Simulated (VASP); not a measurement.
Input:

```xyz
2
Lattice="0.0000 3.1256 3.1569 3.1569 0.0000 3.1569 3.1569 3.1256 0.0000" Properties=species:S:1:pos:R:3 pbc="T T T"
K      0.0000     0.0000     0.0000
Cl     3.1569     3.1256     3.1569
```

Level of theory: PBEsol GGA, VASP's PBE PAW potentials (set 64) (plane waves; VASP 6.6.1). Run with 480 eV cut-off, 8×8×8 Γ-centred mesh, Gaussian smearing of 0.050 eV, potentials K_sv Cl.

Task: Predict the energy per atom (σ→0), band gap (on the k-mesh) with the smallest direct gap where there is one.

Result: 
```yaml
band gap (on the k-mesh): 5.02 eV
smallest direct gap (on the k-mesh): 5.02 eV
energy per atom (σ→0): -3.511 eV/atom
```

Only differences to runs with the same potentials and settings are physical.

The compound is KCl in the rock salt structure. This cell was strained or had an atom moved on purpose.
